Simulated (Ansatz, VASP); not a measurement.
# Cross-check of Zr2CO2 (twisted Zr2CO2 MXene bilayer, 38.21 deg) between VASP and Ansatz

One calculation is typed for both programs; each brings its own data sets. How far apart do they land? The cell is taken from a series of runs on this material, whose earlier steps may have relaxed, scaled, displaced or heated it; both programs get it as it stands.

Main program and level: Ansatz 0.2.0; plane waves, with VASP 6.6.1 beside it; single point at RPBE with D4.

### 1. The starting structure

The cell holds 70 atoms: 14 C, 28 Zr and 28 O. Cell: a = 8.757 Å, b = 8.757 Å, c = 26.080 Å, α = 90.0°, β = 90.0°, γ = 120.0°. It derives from Zr2CO2 (Zr2CO2 MXene). As first built, before any earlier steps moved the atoms (in the runner's words): Zr2CO2 MXene (a = 3.31 A) under Zr2CO2 MXene (a = 3.31 A), bilayer, commensurate cell of 7 unit cells a layer, twist 38.21 deg; facing atoms 2.88 A apart;; flat layers, displaced by a Gaussian of 0.01 A. Vacuum lies along c.

### 2. VASP: single point, RPBE with D4, pair 1

With cell and atoms fixed, the geometry can't cause a difference; cores, projectors, grids and the points listed under the comparison can.

Lines of VASP's logs that name or quote its potential files are left out, and so is its time.

File INCAR:

```
SYSTEM = Zr2CO2
PREC = Accurate
ENCUT = 520
EDIFF = 1E-06
NELM = 120
ISMEAR = 0
SIGMA = 0.025
LREAL = Auto
ALGO = Normal
GGA = RP
IVDW = 13
NBANDS = 336
LASPH = .TRUE.
LORBIT = 11
LWAVE = .FALSE.
LCHARG = .FALSE.
ISIF = 2
GGA_COMPAT = .FALSE.
EFERMI = MIDGAP
NCORE = 2
```

File POSCAR:

```
Zr2CO2
1.0
    8.7574000000      0.0000000000      0.0000000000
   -4.3787000000      7.5841300000      0.0000000000
    0.0000000000      0.0000000000     26.0800000000
C Zr O
14 28 28
Direct
    0.0018900000      0.0013300000      0.3569700000
    0.1417900000      0.4285100000      0.3561200000
    0.2895100000      0.8605900000      0.3560800000
    0.4288500000      0.2873400000      0.3565700000
    0.5719300000      0.7150300000      0.3564100000
    0.7130300000      0.1423600000      0.3568400000
    0.8559500000      0.5709200000      0.3570600000
    0.7407800000      0.7412300000      0.6433900000
    0.5982100000      0.0293000000      0.6434300000
    0.3112700000      0.5984400000      0.6431700000
    0.4541400000      0.3129100000      0.6434700000
    0.1670700000      0.8821000000      0.6434400000
    0.8824600000      0.4544800000      0.6429100000
    0.0264000000      0.1719100000      0.6429800000
    0.1896700000      0.2387300000      0.4090500000
    0.2376900000      0.0465400000      0.3042500000
    0.3345100000      0.6678300000      0.4087400000
    0.3818800000      0.4752600000      0.3035500000
    0.4764500000      0.0956700000      0.4083500000
    0.5231000000      0.9072700000      0.3045700000
    0.6192900000      0.5236000000      0.4089000000
    0.6671300000      0.3336400000      0.3037500000
    0.7617600000      0.9536600000      0.4098000000
    0.8096500000      0.7637600000      0.3034500000
    0.9081500000      0.3836600000      0.4090000000
    0.9521900000      0.1901200000      0.3037600000
    0.0477800000      0.8060300000      0.4092700000
    0.0948700000      0.6183100000      0.3034100000
    0.5024900000      0.5507100000      0.6949200000
    0.5501900000      0.7879500000      0.5907200000
    0.3587700000      0.8392800000      0.6966200000
    0.4068500000      0.0742200000      0.5916200000
    0.0717900000      0.4078500000      0.6959500000
    0.1221400000      0.6460800000      0.5907900000
    0.2176900000      0.1260200000      0.6959100000
    0.2626700000      0.3591400000      0.5910400000
    0.9296200000      0.6930200000      0.6963900000
    0.9766800000      0.9307600000      0.5911500000
    0.6475900000      0.2655400000      0.6963500000
    0.6943900000      0.5055400000      0.5900800000
    0.7876900000      0.9780200000      0.6953900000
    0.8347700000      0.2168600000      0.5914300000
    0.2370600000      0.0487500000      0.4441200000
    0.1888800000      0.2380200000      0.2674800000
    0.3804200000      0.4754200000      0.4446200000
    0.3337800000      0.6661300000      0.2682600000
    0.5238700000      0.9040000000      0.4450400000
    0.4762400000      0.0969000000      0.2673100000
    0.6665800000      0.3327900000      0.4451900000
    0.6191600000      0.5247500000      0.2679700000
    0.8092500000      0.7602800000      0.4445600000
    0.7624000000      0.9530800000      0.2692300000
    0.9516600000      0.1903000000      0.4447600000
    0.9032500000      0.3817500000      0.2685000000
    0.0943900000      0.6196900000      0.4448400000
    0.0504700000      0.8116100000      0.2680200000
    0.5473800000      0.7889300000      0.7317800000
    0.5032200000      0.5513100000      0.5549500000
    0.4049000000      0.0742300000      0.7319000000
    0.3584800000      0.8375900000      0.5552200000
    0.1209800000      0.6436500000      0.7316400000
    0.0736700000      0.4078700000      0.5544500000
    0.2644800000      0.3600200000      0.7324900000
    0.2158600000      0.1214200000      0.5551800000
    0.9798500000      0.9322600000      0.7313000000
    0.9275600000      0.6917600000      0.5552700000
    0.6897400000      0.5042800000      0.7321900000
    0.6455300000      0.2662000000      0.5554900000
    0.8363800000      0.2175600000      0.7322200000
    0.7863100000      0.9792700000      0.5545400000
```

File KPOINTS:

```
Automatic mesh
0
Gamma
1 1 1
0 0 0
```

The projector-augmented-wave data sets are C, Zr_sv and O (PBE family, release 64).

On the command line:

```sh
> mpirun -np 8 vasp_gam
```

Numbers of over 12 decimals in the logs are rounded to 6 here.

The program printed:

```text
[banner, memory and clock lines left out]
running    8 mpi-ranks, on    1 nodes
[...]
|                                                                             |
|               ----> ADVICE to this user running VASP <----                  |
|                                                                             |
|     You enforced a specific xc type in the INCAR file but a different       |
|     [... a line on the potential file left out ...]
|     I HOPE YOU KNOW WHAT YOU ARE DOING!                                     |
|                                                                             |

 LDA part: xc-table for (Slater+PW92), standard interpolation
 POSCAR, INCAR and KPOINTS ok, starting setup
[...]
entering main loop
       N       E                     dE             d eps       ncg     rms          rms(c)
DAV:   1     0.794062804450E+04    0.79406E+04   -0.32829E+05   736   0.164E+03
DAV:   2     0.109618647151E+03   -0.78310E+04   -0.75931E+04   848   0.494E+02
DAV:   3    -0.690673576461E+03   -0.80029E+03   -0.79167E+03   864   0.151E+02
DAV:   4    -0.760579405930E+03   -0.69906E+02   -0.69820E+02  1128   0.386E+01
[...]
DAV:  25    -0.633961103233E+03   -0.44625E-05   -0.21783E-07   440   0.545E-04    0.214E-04
DAV:  26    -0.633961105233E+03   -0.19996E-05   -0.85291E-08   424   0.370E-04    0.139E-04
DAV:  27    -0.633961105851E+03   -0.61758E-06   -0.39789E-08   424   0.243E-04
   1 F= -.65866234E+03 E0= -.65866234E+03  d E =0.000000E+00
```

From OUTCAR (step 2):

```text
 POSITION                                       TOTAL-FORCE (eV/Angst)
 -----------------------------------------------------------------------------------
      0.01073      0.01009      9.30978        -0.183356     -0.100736     -0.291692
     -0.63460      3.24988      9.28761        -0.017882      0.123475      0.132088
     -1.23291      6.52683      9.28657        -0.206988     -0.332796      0.136803
      2.49744      2.17922      9.29935         0.070957     -0.104936     -0.145803
      1.87772      5.42288      9.29517        -0.083549     -0.034495      0.043395
      5.62094      1.07968      9.30639         0.031745      0.108842     -0.135808
      4.99601      4.32993      9.31212         0.236846      0.126925     -0.255647
      3.24168      5.62158     16.77961        -0.113660      0.095653      0.000996
      5.11047      0.22222     16.78065         0.063856     -0.187949      0.151879
      0.10553      4.53865     16.77387        -0.005470     -0.003325     -0.069267
      2.60695      2.37315     16.78170        -0.022363      0.005984      0.078856
     -2.39935      6.68996     16.78092        -0.016692      0.154420     -0.001372
      5.73802      3.44684     16.76709        -0.021352      0.061857      0.385602
     -0.52155      1.30379     16.76892        -0.023569     -0.273420      0.136538
[...]
-----------------------------------------------------------------------------------
    total drift:                                0.020571     -0.010814     -0.000968

  FREE ENERGIE OF THE ION-ELECTRON SYSTEM (eV)
  ---------------------------------------------------
  free  energy   TOTEN  =      -658.6623379219 eV

  energy  without entropy=     -658.6623379219  energy(sigma->0) =     -658.66233792
```

### 3. Ansatz: single point, RPBE with D4, pair 1

Ansatz runs on its default PAW (the set named soft_2) files.

The same cell, functional, mesh and smearing now go to Ansatz, which takes its cutoff from its data sets.

File input.yaml:

```yaml
crystal:
  lattice:
    - [8.7574, 0.0, 0.0]
    - [-4.3787, 7.58413, 0.0]
    - [0.0, 0.0, 26.08]
  atoms:
    - { symbol: C, position: [0.00189, 0.00133, 0.35697] }
    - { symbol: Zr, position: [0.18967, 0.23873, 0.40905] }
    - { symbol: Zr, position: [0.23769, 0.04654, 0.30425] }
    - { symbol: O, position: [0.23706, 0.04875, 0.44412] }
    - { symbol: O, position: [0.18888, 0.23802, 0.26748] }
    - { symbol: C, position: [0.14179, 0.42851, 0.35612] }
    - { symbol: Zr, position: [0.33451, 0.66783, 0.40874] }
    - { symbol: Zr, position: [0.38188, 0.47526, 0.30355] }
    - { symbol: O, position: [0.38042, 0.47542, 0.44462] }
    - { symbol: O, position: [0.33378, 0.66613, 0.26826] }
    - { symbol: C, position: [0.28951, 0.86059, 0.35608] }
    - { symbol: Zr, position: [0.47645, 0.09567, 0.40835] }
    - { symbol: Zr, position: [0.5231, 0.90727, 0.30457] }
    - { symbol: O, position: [0.52387, 0.904, 0.44504] }
    - { symbol: O, position: [0.47624, 0.0969, 0.26731] }
    - { symbol: C, position: [0.42885, 0.28734, 0.35657] }
    - { symbol: Zr, position: [0.61929, 0.5236, 0.4089] }
    - { symbol: Zr, position: [0.66713, 0.33364, 0.30375] }
    - { symbol: O, position: [0.66658, 0.33279, 0.44519] }
    - { symbol: O, position: [0.61916, 0.52475, 0.26797] }
    - { symbol: C, position: [0.57193, 0.71503, 0.35641] }
    - { symbol: Zr, position: [0.76176, 0.95366, 0.4098] }
    - { symbol: Zr, position: [0.80965, 0.76376, 0.30345] }
    - { symbol: O, position: [0.80925, 0.76028, 0.44456] }
    - { symbol: O, position: [0.7624, 0.95308, 0.26923] }
    - { symbol: C, position: [0.71303, 0.14236, 0.35684] }
    - { symbol: Zr, position: [0.90815, 0.38366, 0.409] }
    - { symbol: Zr, position: [0.95219, 0.19012, 0.30376] }
    - { symbol: O, position: [0.95166, 0.1903, 0.44476] }
    - { symbol: O, position: [0.90325, 0.38175, 0.2685] }
    - { symbol: C, position: [0.85595, 0.57092, 0.35706] }
    - { symbol: Zr, position: [0.04778, 0.80603, 0.40927] }
    - { symbol: Zr, position: [0.09487, 0.61831, 0.30341] }
    - { symbol: O, position: [0.09439, 0.61969, 0.44484] }
    - { symbol: O, position: [0.05047, 0.81161, 0.26802] }
    - { symbol: C, position: [0.74078, 0.74123, 0.64339] }
    - { symbol: Zr, position: [0.50249, 0.55071, 0.69492] }
    - { symbol: Zr, position: [0.55019, 0.78795, 0.59072] }
    - { symbol: O, position: [0.54738, 0.78893, 0.73178] }
    - { symbol: O, position: [0.50322, 0.55131, 0.55495] }
    - { symbol: C, position: [0.59821, 0.0293, 0.64343] }
    - { symbol: Zr, position: [0.35877, 0.83928, 0.69662] }
    - { symbol: Zr, position: [0.40685, 0.07422, 0.59162] }
    - { symbol: O, position: [0.4049, 0.07423, 0.7319] }
    - { symbol: O, position: [0.35848, 0.83759, 0.55522] }
    - { symbol: C, position: [0.31127, 0.59844, 0.64317] }
    - { symbol: Zr, position: [0.07179, 0.40785, 0.69595] }
    - { symbol: Zr, position: [0.12214, 0.64608, 0.59079] }
    - { symbol: O, position: [0.12098, 0.64365, 0.73164] }
    - { symbol: O, position: [0.07367, 0.40787, 0.55445] }
    - { symbol: C, position: [0.45414, 0.31291, 0.64347] }
    - { symbol: Zr, position: [0.21769, 0.12602, 0.69591] }
    - { symbol: Zr, position: [0.26267, 0.35914, 0.59104] }
    - { symbol: O, position: [0.26448, 0.36002, 0.73249] }
    - { symbol: O, position: [0.21586, 0.12142, 0.55518] }
    - { symbol: C, position: [0.16707, 0.8821, 0.64344] }
    - { symbol: Zr, position: [0.92962, 0.69302, 0.69639] }
    - { symbol: Zr, position: [0.97668, 0.93076, 0.59115] }
    - { symbol: O, position: [0.97985, 0.93226, 0.7313] }
    - { symbol: O, position: [0.92756, 0.69176, 0.55527] }
    - { symbol: C, position: [0.88246, 0.45448, 0.64291] }
    - { symbol: Zr, position: [0.64759, 0.26554, 0.69635] }
    - { symbol: Zr, position: [0.69439, 0.50554, 0.59008] }
    - { symbol: O, position: [0.68974, 0.50428, 0.73219] }
    - { symbol: O, position: [0.64553, 0.2662, 0.55549] }
    - { symbol: C, position: [0.0264, 0.17191, 0.64298] }
    - { symbol: Zr, position: [0.78769, 0.97802, 0.69539] }
    - { symbol: Zr, position: [0.83477, 0.21686, 0.59143] }
    - { symbol: O, position: [0.83638, 0.21756, 0.73222] }
    - { symbol: O, position: [0.78631, 0.97927, 0.55454] }
kpoints:
  mp_grid: { grid: [1, 1, 1] }
hamiltonian:
  xc: rpbe
  dispersion: d4
scf:
  occupations: { method: gaussian, width: 0.025 }
output:
  forces: true
```

On the command line:

```sh
> ansatz run input.yaml --threads 4 --pin off --max-ram 8192MiB --backend cpu --events-out ev --progress --plain --runs-dir out
```

The program printed:

```text
Engine: ansatz 0.2.0, aarch64-unknown-linux-gnu
Pseudopotentials: kind: paw
Pseudopotential: C, paw, valence charge 4, recommended cutoff 420 eV (normal), C.paw.azcp
Pseudopotential: Zr, paw, valence charge 12, recommended cutoff 420 eV (normal), Zr.paw.azcp
Pseudopotential: O, paw, valence charge 6, recommended cutoff 420 eV (normal), O.paw.azcp
Functional definition: RPBE
  parameter kappa = 0.804
  parameter beta = 0.066725
  exchange = rpbe_x(kappa = kappa, mu = beta*pi^2/3)
  correlation = pbe_c(beta = beta)
Crystal: 70 atoms, lattice volume = 1732.162 Å³
Basis set: ecut = 420 eV, 33921 PW (Γ), exchange–correlation on 120×120×360 points (8 copies of the dense FFT grid, shifted against one another)
Bands: 350, of which v1, the nominal top of the filled ones, is band 280 counted from 1 (279 counted from 0)
Symmetry: 1 space group operations
Space group: P1 (ITA 1), of the structure as read, at distance tolerance 1.2e-4 Å
k-points: 1
Non-local potential: C, projectors of the file, l = 0: 2, l = 1: 2, l = 2: 1
Non-local potential: Zr, projectors of the file, l = 0: 3, l = 1: 2, l = 2: 2, l = 3: 2
Non-local potential: O, projectors of the file, l = 0: 2, l = 1: 2, l = 2: 1
PAW form: soft (Blöchl's): semilocal exchange-correlation on the pseudo side does not see the compensation charge
PAW frozen core: C, regenerated for the run's functional, and the local potential with it (the file was generated under x = pbe(κ = 0.804, μ = 0.219515), c = pbe(β = 0.066725))
PAW frozen core: Zr, regenerated for the run's functional, and the local potential with it (the file was generated under x = pbe(κ = 0.804, μ = 0.219515), c = pbe(β = 0.066725))
PAW frozen core: O, regenerated for the run's functional, and the local potential with it (the file was generated under x = pbe(κ = 0.804, μ = 0.219515), c = pbe(β = 0.066725))
PAW one-centre angular grid: C, 110 points (default); XC on 64 Gauss nodes
PAW one-centre angular grid: Zr, 590 points (default); XC on 64 Gauss nodes
PAW one-centre angular grid: O, 110 points (default); XC on 64 Gauss nodes
Initial density: superposition of atomic densities (neutral atoms: chi_scale 0, normalization atom), corrected by the library's trained network
Initial wavefunctions: pseudopotential atomic-orbital guess
Functional: x = rpbe, c = pbe(β = 0.066725)
SCF iter   1: F=—  HF=-136917.506862 eV  |F-HF|=—  |Δ(HF+E_count)|=         —  Δρ=4.77e-3  dr2=5.60e-1  ethr=1.77e-3  ⟨swp⟩=7.0  Hψ=1446  notcnv=0  defer=33
preconditioner: auto → Resta (q_TF=auto, 2.260 Å⁻¹)  ε∞=4.0  [insulator: Δε(μ)=1.697 eV  Ē_g=9.514 eV  σ=0.025 eV  W_gap=1.00  n_scr=348 (ndim 8)  ℏωp=16.4 eV  f_vac=0.455  D(μ)=0.00/eV (n_scr^D=0)  ε∞_Penn≈4.0  vacuum switching on, ρ_ref=6.6e-3 e/Å³]
SCF iter   2: F=—  HF=-136917.414423 eV  |F-HF|=—  |Δ(HF+E_count)|=   9.24e-2  Δρ=2.24e-3  dr2=7.05e-2  ethr=1.00e-4  ⟨swp⟩=2.0  Hψ=561  notcnv=0  defer=52
SCF iter   3: F=—  HF=-136917.413721 eV  |F-HF|=—  |Δ(HF+E_count)|=   7.02e-4  Δρ=1.17e-3  dr2=2.55e-2  ethr=1.26e-5  ⟨swp⟩=2.0  Hψ=456  notcnv=0  defer=27
automatic band count: iteration 3 solves 325 bands in place of 350: the levels show a gap, and the empty bands left out lie too high to hold charge; the band table lists the bands solved (type scf.n_extra_bands for more)
SCF iter   4: F=—  HF=-136917.420974 eV  |F-HF|=—  |Δ(HF+E_count)|=   7.25e-3  Δρ=8.47e-4  dr2=2.56e-2  ethr=4.55e-6  ⟨swp⟩=3.0  Hψ=479  notcnv=0  defer=27
SCF iter   5: F=—  HF=-136917.418113 eV  |F-HF|=—  |Δ(HF+E_count)|=   2.86e-3  Δρ=1.63e-4  dr2=4.01e-4  ethr=4.55e-6  ⟨swp⟩=2.0  Hψ=449  notcnv=0  defer=27
SCF iter   6: F=—  HF=-136917.418392 eV  |F-HF|=—  |Δ(HF+E_count)|=   2.78e-4  Δρ=9.64e-5  dr2=2.19e-4  ethr=7.15e-8  ⟨swp⟩=3.0  Hψ=568  notcnv=0  defer=27
SCF iter   7: F=—  HF=-136917.418390 eV  |F-HF|=—  |Δ(HF+E_count)|=   2.07e-6  Δρ=3.90e-5  dr2=2.70e-5  ethr=3.91e-8  ⟨swp⟩=2.0  Hψ=452  notcnv=0  defer=27
SCF iter   8: F=—  HF=-136917.420022 eV  |F-HF|=—  |Δ(HF+E_count)|=   1.63e-3  Δρ=1.15e-5  dr2=2.69e-6  ethr=4.82e-9  ⟨swp⟩=2.0  Hψ=493  notcnv=0  defer=27
SCF iter   9: F=—  HF=-136917.420024 eV  |F-HF|=—  |Δ(HF+E_count)|=   2.26e-6  Δρ=8.25e-6  dr2=1.47e-6  ethr=4.80e-10  ⟨swp⟩=2.0  Hψ=466  notcnv=0  defer=27
SCF iter  10: F=—  HF=-136917.420024 eV  |F-HF|=—  |Δ(HF+E_count)|=   6.59e-8  Δρ=2.38e-6  dr2=1.13e-7  ethr=2.63e-10  ⟨swp⟩=2.0  Hψ=466  notcnv=0  defer=27
SCF iter  11: F=-136917.420024 eV  HF=-136917.420024 eV  |F-HF|=1.63e-8  |Δ(HF+E_count)|=   2.94e-8  Δρ=1.18e-6  dr2=3.07e-8  ethr=1.79e-11  ⟨swp⟩=4.0  Hψ=1056  notcnv=0
SCF 1 converged in 11 iterations: F = -136917.420024 eV  dr2 = 3.07e-8
  greatest PAW one-centre occupation: 0.995 electrons in one spin orbital (limit 2), on the Zr atom at site 62 (counted from 0), in its partial waves of l = 0
SCF converged after 11 iterations
Free energy (F): -136917.420024 eV
Harris-Foulkes:  -136917.420024 eV  (|F-HF|=1.63e-8)
Internal energy: -136917.420024 eV  (E = F + TS)
E sigma→0 (E₀):  -136917.420024 eV
Fermi energy:    4.646850 eV
--- Per-component energies (eV) ---
  E_band       = -7159.161011
  E_kinetic    = 15525.989000
  E_local      = -416613.231627  (includes V_loc(G=0)·N_el)
  E_nonlocal   = 3799.249499
  E_hartree    = 201131.116895
  E_xc         = -7338.949880
  E_vxc        = -8889.249016  (∫ρ·V_xc dr)
  E_paw        = -88721.007014  (= ΣΔE_a)
  E_vpaw       = -3244.218365  (= ΣTr[D̂ρ^β])
  E_aug_tail   = 0.068473  (compensation charges beyond the density's cutoff)
  E_ewald      = 155327.017557
  E_disp       = -24.706723  (pairwise vdW)
  E_core_change = -2.966203  (= ΣΔE_core)
  E_smearing   = -0.000000  (= −TS)
  E_closure    = 0.000000  (closes the sum)
  Σ components = -136917.420024   (vs F -136917.420024, Δ=0.00e0)
--- Forces (eV/Å), atoms counted from 1 ---
  atom   1  C     -0.17719243    -0.09432590    -0.29518505
  atom   2  Zr     0.22178416    -0.19116921     0.47513187
  atom   3  Zr    -0.11944468     0.27012456    -0.59366337
  atom   4  O      0.19942691    -0.16575500    -0.01695579
  atom   5  O      0.06026046     0.01876294     0.20402825
  atom   6  C     -0.02414719     0.12222405     0.13342260
  atom   7  Zr     0.32644146    -0.12362986     0.47051952
  atom   8  Zr    -0.14842549     0.10080144    -0.46935916
  atom   9  O     -0.14469138     0.12468441    -0.06796897
  atom  10  O     -0.13061262     0.06844489     0.03988800
  atom  11  C     -0.20912405    -0.33515675     0.13709901
  atom  12  Zr    -0.03033737     0.25008105     0.84306034
  atom  13  Zr     0.14491456    -0.22546479    -0.65562361
  atom  14  O     -0.05829782     0.03106823    -0.06657896
  atom  15  O      0.06266104    -0.04051027     0.21687252
  atom  16  C      0.07066879    -0.10147672    -0.15185593
  atom  17  Zr     0.00784066    -0.08304480     0.59300373
  atom  18  Zr    -0.20551512    -0.03847083    -0.34408300
  atom  19  O      0.00159884     0.10800871    -0.31681864
  atom  20  O      0.08250396     0.01428166    -0.00166161
  atom  21  C     -0.08156918    -0.02825858     0.04177056
  atom  22  Zr     0.17763152    -0.19228437     0.43217743
  atom  23  Zr     0.06368021    -0.08097319    -0.14061146
  atom  24  O     -0.00291994     0.15896813     0.02316069
[...]
atom  63  Zr    -0.02242224    -0.53100536    -0.45534715
  atom  64  O      0.30016863    -0.06241061    -0.16890883
  atom  65  O     -0.05764800    -0.13321438     0.15687647
  atom  66  C     -0.02735610    -0.27166121     0.13649513
  atom  67  Zr    -0.12495324     0.03662112     0.78194969
  atom  68  Zr    -0.00930019     0.15381998    -0.89564324
  atom  69  O     -0.05924433    -0.07030198    -0.11190348
  atom  70  O      0.10177497    -0.09783599     0.17433092
  max |Σ_I F_I| component: 6.03e-5 eV/Å
```

(Continued in part 2 of 2.)

[Lines on the potential files, build, host, timing and source positions are cut from VASP's logs without a mark.]

[Logs are printed without paths, hosts, clocks, repeated set-up lines and the standing remarks that a program may print on its own settings, such as how far it seeks lower states.]

[Hosts, paths, dates, database ids (printed as entryN), source tags and the programs' standing remarks are cut or masked in the printed files.]
